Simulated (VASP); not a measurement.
```yaml
crystal:
  lattice:
    - [2.09833, -3.63441, 0.00000]
    - [2.09833, 3.63441, 0.00000]
    - [0.00000, 0.00000, 5.85449]
  atoms:
    - { symbol: Te, position: [0.33333, 0.66667, 0.24523] }
    - { symbol: Te, position: [0.66667, 0.33333, 0.75477] }
    - { symbol: Pt, position: [0.00000, 0.00000, 0.00000] }
```

Computed with vdW-DF2, VASP's PBE PAW potentials (set 64) (plane waves; VASP). Numerical set-up: 520 eV cut-off, Gaussian smearing of 0.050 eV, potentials Te Pt.

Unless said otherwise, spin-orbit coupling is left out, though it shifts the bands of the heavy elements here.

Question: Estimate the band gap (along the path) with the smallest direct gap where there is one.

Answer: 
band gap (along the path): none (metal, semimetal or under 0.01 eV)

The absolute energy has meaning only against runs of the same code, potentials and settings.

The compound is PtTe2 in the 1T layered structure. It was relaxed first, which changed the volume by +22 %.
